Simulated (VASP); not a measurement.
Crystal: Sn2GeO2.

```
Sn Ge O
1.0
     3.11788    0.00000    0.00000
    -1.55894    2.70017    0.00000
     0.00000    0.00000   11.57100
Sn Ge O
2 1 2
Direct
  0.66667 0.33333 0.38657
  0.33333 0.66667 0.61343
  0.00000 0.00000 0.00000
  0.66667 0.33333 0.92049
  0.33333 0.66667 0.07951
```

The cell was built by a generator and needn't be a form met in nature.

```yaml
Program: VASP 6.6.1
Task: relaxation of cell and atoms
Functional: PBE
Potentials_or_basis: VASP PAW PBE potentials, release 64 (Sn_d, Ge_d, O)
Cutoff: 520 eV
k_mesh: 12 × 12 × 4
Occupations: gaussian, width 0.1 eV
Spin: no spin polarisation
```

At the start: pressure 0.1 GPa; volume 19.48 Å³/atom.

**Question.** Where does the relaxation end?

**Answer.** Over 30 steps the energy falls by 13.1 meV/atom and the volume is 19.15 Å³/atom (-1.7 %); space group P-3m1 (No. 164, to 0.05 Å).

Step by step:
```
step  energy change (eV)  largest force (eV/Å)  pressure (GPa)  volume (Å³)
   1              0.0000                0.6514            0.10        97.41
   2             -0.0496                0.2447            0.14        97.57
   3             -0.0553                0.1651            0.14        97.62
   4             -0.0504                0.2406            0.27        97.70
   5             -0.0563                0.1693            0.15        97.64
   6             -0.0608                0.0783           -0.05        97.95
   7             -0.0617                0.0444           -0.19        98.17
   8             -0.0617                0.0469           -0.16        98.15
   9             -0.0622                0.0503            0.03        97.84
  10             -0.0623                0.0611            0.14        97.74
  11             -0.0626                0.0500            0.12        97.69
  12             -0.0632                0.0174           -0.03        97.57
  13             -0.0632                0.0097           -0.03        97.52
  14             -0.0636                0.0099           -0.15        97.44
  15             -0.0643                0.0124           -0.35        97.19
  16             -0.0645                0.0124           -0.31        97.04
  17             -0.0650                0.0374           -0.15        96.59
  18             -0.0649                0.0890            0.19        95.69
  19             -0.0651                0.0668            0.11        96.07
  20             -0.0651                0.0471           -0.03        96.43
  21             -0.0652                0.0558            0.00        96.27
  22             -0.0652                0.0616            0.07        96.17
  23             -0.0652                0.0588            0.04        96.21
  24             -0.0653                0.0479            0.08        96.12
  25             -0.0654                0.0406            0.07        96.06
  26             -0.0655                0.0261            0.05        95.93
  27             -0.0656                0.0165            0.05        95.69
  28             -0.0656                0.0125            0.01        95.73
  29             -0.0656                0.0128           -0.04        95.77
  30             -0.0657                0.0076           -0.03        95.76
```

Final structure:
```
CELL_PARAMETERS angstrom
3.08829 0.00000 0.00000
-1.54415 2.67454 0.00000
0.00000 0.00000 11.59396
ATOMIC_POSITIONS crystal
Sn 0.66667 0.33333 0.37690
Sn 0.33333 0.66667 0.62310
Ge 0.00000 0.00000 0.00000
O 0.66667 0.33333 0.91931
O 0.33333 0.66667 0.08069
```
